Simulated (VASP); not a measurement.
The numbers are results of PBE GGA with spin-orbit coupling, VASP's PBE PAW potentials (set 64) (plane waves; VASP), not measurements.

VASP input:

File KPOINTS_OPT:
```
k-points along high-symmetry lines
8
Line-mode
Reciprocal
  0.000000   0.000000   0.000000 ! GAMMA
  0.500000   0.000000   0.500000 ! X

  0.500000   0.000000   0.500000 ! X
  0.625000   0.250000   0.625000 ! U

  0.375000   0.375000   0.750000 ! K
  0.000000   0.000000   0.000000 ! GAMMA

  0.000000   0.000000   0.000000 ! GAMMA
  0.500000   0.500000   0.500000 ! L

  0.500000   0.500000   0.500000 ! L
  0.500000   0.250000   0.750000 ! W

  0.500000   0.250000   0.750000 ! W
  0.500000   0.000000   0.500000 ! X
```

INCAR:
```
SYSTEM = SnTe
PREC = Accurate; ENCUT = 400; LREAL = .FALSE.
LASPH = .TRUE.
EDIFF = 1E-6; NELM = 100; ALGO = Normal
LMAXMIX = 4
ISMEAR = 0; SIGMA = 0.05
GGA = PE; GGA_COMPAT = .FALSE.
MAGMOM = 6*0; LSORBIT = .TRUE.
LWAVE = .FALSE.; LCHARG = .FALSE.
```

### POSCAR
```
SnTe
1
    0.0000000000     3.2022268375     3.2022268375
    3.2022268375     0.0000000000     3.2022268375
    3.2022268375     3.2022268375     0.0000000000
Sn Te
1 1
Direct
  0.0000000000   0.0000000000   0.0000000000
  0.5000000000   0.5000000000   0.5000000000
```

File KPOINTS:
```
Automatic
0
Gamma
7 7 7
0 0 0
```

POTCAR, in this order: Sn_d Te (PBE.64 set). Program: vasp_ncl.

The resulting files:

OUTCAR:
```
 ion  position               nearest neighbor table
   1  0.000  0.000  0.000-   2 3.20   2 3.20   2 3.20   2 3.20   2 3.20   2 3.20
   2  0.500  0.500  0.500-   1 3.20   1 3.20   1 3.20   1 3.20   1 3.20   1 3.20
  LATTYP: Found a face centered cubic cell.
 ALAT       =     6.4044536750
 Subroutine PRICEL returns:
 Original cell was already a primitive cell.
 Subroutine GETGRP returns: Found 48 space group operations
The static configuration has the point symmetry O_h .
The dynamic configuration has the point symmetry O_h .
The overall configuration has the point symmetry O_h .
 Subroutine INISYM returns: Found 48 space group operations
 Subroutine IBZKPT returns following result:
 Found     20 irreducible k-points:

 Following reciprocal coordinates:
            Coordinates               Weight
  0.000000  0.000000  0.000000      1.000000
  0.142857  0.000000  0.000000      8.000000
  0.285714  0.000000  0.000000      8.000000
  0.428571  0.000000  0.000000      8.000000
  0.142857  0.142857  0.000000      6.000000
  0.285714  0.142857  0.000000     24.000000
  0.428571  0.142857  0.000000     24.000000
 -0.428571  0.142857  0.000000     24.000000
 -0.285714  0.142857  0.000000     24.000000
 -0.142857  0.142857  0.000000     12.000000
  0.285714  0.285714  0.000000      6.000000
  0.428571  0.285714  0.000000     24.000000
 -0.428571  0.285714  0.000000     24.000000
 -0.285714  0.285714  0.000000     12.000000
  0.428571  0.428571  0.000000      6.000000
 -0.428571  0.428571  0.000000     12.000000
  0.428571  0.285714  0.142857     24.000000
 -0.428571  0.285714  0.142857     48.000000
 -0.428571  0.428571  0.142857     24.000000
 -0.285714  0.428571  0.142857     24.000000
   k-points           NKPTS =     20   k-points in BZ     NKDIM =     20   number of bands    NBANDS=     28
   number of dos      NEDOS =    301   number of ions     NIONS =      2
   total plane-waves  NPLWV =  27000
   dimension x,y,z NGX =    30 NGY =   30 NGZ =   30
   dimension x,y,z NGXF=    60 NGYF=   60 NGZF=   60
   ions per type =               1   1
   PREC   = accura    normal or accurate (medium, high low for compatibility)
   ISTART =      0    job   : 0-new  1-cont  2-samecut
   ICHARG =      2    charge: 1-file 2-atom 10-const
   ISPIN  =      1    spin polarized calculation?
   LNONCOLLINEAR =      T non collinear calculations
   LSORBIT =      T    spin-orbit coupling
   INIWAV =      1    electr: 0-lowe 1-rand  2-diag
   ENCUT  =  400.0 eV  29.40 Ry    5.42 a.u.   7.39  7.39  7.39*2*pi/ulx,y,z
   NELM   =    100;   NELMIN=  2; NELMDL= -5     # of ELM steps
   EDIFF  = 0.1E-05   stopping-criterion for ELM
   LREAL  =      F    real-space projection
   NLSPLINE    = F    spline interpolate recip. space projectors
   LMAXMIX     =    4 max onsite mixed and CHGCAR
   VOSKOWN=      0    Vosko Wilk Nusair interpolation
   EDIFFG = 0.1E-04   stopping-criterion for IOM
   NSW    =      0    number of steps for IOM
   NBLOCK =      1;   KBLOCK =      1    inner block; outer block
   IBRION =     -1    ionic relax: 0-MD 1-quasi-New 2-CG
   NFREE  =      0    steps in history (QN), initial steepest desc. (CG)
   ISIF   =      2    stress and relaxation
   ISYM   =      2    0-nonsym 1-usesym 2-fastsym
   TEIN   =    0.0    initial temperature
   TEBEG  =    0.0;   TEEND  =   0.0 temperature during run
   SMASS  =  -3.00    Nose mass-parameter (am)
   PSTRESS=    0.0 pullay stress
   NELECT =      20.0000    total number of electrons
   EFERMI =   0.00;   METHOD = LEGACY
   ISMEAR =     0;   SIGMA  =   0.05  broadening in eV -4-tet -1-fermi 0-gaus
   IALGO  =     38    algorithm
   LDIAG  =      T    sub-space diagonalisation (order eigenvalues)
   IMIX   =      4    mixing-type and parameters
     AMIX     =   0.40;   BMIX     =  1.00
...
```

OSZICAR:
```
       N       E                     dE             d eps       ncg     rms          rms(c)
DAV:   1     0.150995796672E+03    0.15100E+03   -0.79854E+03  1124   0.139E+03
DAV:   2     0.113594100796E+02   -0.13964E+03   -0.13634E+03  1136   0.373E+02
DAV:   3    -0.696951737822E+01   -0.18329E+02   -0.17875E+02  1372   0.134E+02
DAV:   4    -0.774864168011E+01   -0.77912E+00   -0.77672E+00  1284   0.291E+01
DAV:   5    -0.777860358943E+01   -0.29962E-01   -0.29960E-01  1560   0.575E+00    0.478E+00
DAV:   6    -0.771277010959E+01    0.65833E-01   -0.14479E-01  1352   0.309E+00    0.307E+00
DAV:   7    -0.771343494483E+01   -0.66484E-03   -0.44910E-02  1352   0.116E+00    0.169E+00
DAV:   8    -0.771492224484E+01   -0.14873E-02   -0.21582E-03  1336   0.363E-01    0.522E-01
DAV:   9    -0.771510523214E+01   -0.18299E-03   -0.12655E-03  1340   0.349E-01    0.126E-01
DAV:  10    -0.771521816405E+01   -0.11293E-03   -0.16690E-04  1208   0.100E-01    0.377E-02
DAV:  11    -0.771523062575E+01   -0.12462E-04   -0.12748E-05  1288   0.318E-02    0.180E-02
DAV:  12    -0.771523688187E+01   -0.62561E-05   -0.74407E-06  1012   0.168E-02    0.120E-02
DAV:  13    -0.771523779674E+01   -0.91487E-06   -0.64789E-07   760   0.115E-02
   1 F= -.77152378E+01 E0= -.77152378E+01  d E =-.173591E-12  mag=    -0.0000    -0.0000    -0.0000
       N       E                     dE             ncg
       N       E                     dE             ncg
       N       E                     dE             ncg
```

### OUTCAR
```
------------------------ aborting loop because EDIFF is reached ----------------------------------------
  FORCE on cell =-STRESS in cart. coord.  units (eV):
  Direction    XX          YY          ZZ          XY          YZ          ZX
  --------------------------------------------------------------------------------------
  Total        0.0126252      0.0126252      0.0126252      0.0000000      0.0000000      0.0000000
  in kB        0.3080090      0.3080090      0.3080090      0.0000000      0.0000000      0.0000000
  external PRESSURE =       0.3080090 kB  Pullay stress =       0.0000000 kB
  volume of cell :       65.67
      direct lattice vectors                 reciprocal lattice vectors
     0.000000000  3.202226838  3.202226838    -0.156141343  0.156141343  0.156141343
     3.202226838  0.000000000  3.202226838     0.156141343 -0.156141343  0.156141343
     3.202226838  3.202226838  0.000000000     0.156141343  0.156141343 -0.156141343
 POSITION                                       TOTAL-FORCE (eV/Angst)
 -----------------------------------------------------------------------------------
      0.00000      0.00000      0.00000         0.000000     -0.000000      0.000000
      3.20223      3.20223      3.20223        -0.000000      0.000000     -0.000000
 -----------------------------------------------------------------------------------
    total drift:                               -0.000000      0.000000      0.000000
  FREE ENERGIE OF THE ION-ELECTRON SYSTEM (eV)
  ---------------------------------------------------
  free  energy   TOTEN  =        -7.7152377967 eV

  energy  without entropy=       -7.7152377967  energy(sigma->0) =       -7.71523780

 Ion:    1  E_soc:     -0.0935381

 Ion:    2  E_soc:     -0.2046344
```
(Selected blocks of OUTCAR.)

The compound is SnTe in the rock salt structure, which distorts at low temperature. It was relaxed first.
